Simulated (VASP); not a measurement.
OSZICAR of a VASP run on Cs (bcc):

**OSZICAR**
```
       N       E                     dE             d eps       ncg     rms          rms(c)
DAV:   1     0.529783900376E+02    0.52978E+02   -0.27320E+03   464   0.650E+02
DAV:   2     0.425828148901E+01   -0.48720E+02   -0.48225E+02   608   0.117E+02
DAV:   3    -0.651523894522E+00   -0.49098E+01   -0.49098E+01   472   0.453E+01
DAV:   4    -0.718838753973E+00   -0.67315E-01   -0.67311E-01   856   0.673E+00
DAV:   5    -0.718877908973E+00   -0.39155E-04   -0.39155E-04   584   0.105E-01    0.176E-01
DAV:   6    -0.722403835857E+00   -0.35259E-02   -0.19430E-03   712   0.273E-01    0.121E-01
DAV:   7    -0.726024522929E+00   -0.36207E-02   -0.66169E-03   544   0.532E-01    0.353E-02
DAV:   8    -0.726123600216E+00   -0.99077E-04   -0.19210E-04   792   0.105E-01    0.546E-03
DAV:   9    -0.726127162404E+00   -0.35622E-05   -0.44913E-06   744   0.145E-02    0.282E-03
DAV:  10    -0.726127168921E+00   -0.65164E-08   -0.21656E-06   712   0.922E-03
   1 F= -.72612717E+00 E0= -.72519421E+00  d E =-.279887E-02
```

Q: Which electronic solver shows in the log?

A: It is blocked Davidson (ALGO = Normal, or the opening steps of other solvers). The INCAR had ALGO = Normal.

Q: Can the final energy be trusted as converged?

A: The calculation finished and met its thresholds. It stopped with EDIFF = 1E-6, NELM = 100 (RPBE GGA, plane waves, VASP's PBE PAW potentials (set 64)).

The compound is Cs in the bcc structure. The cell was not relaxed at this level. The run is one of a series of settings (GGA = RP against the base run), some of them coarse on purpose.
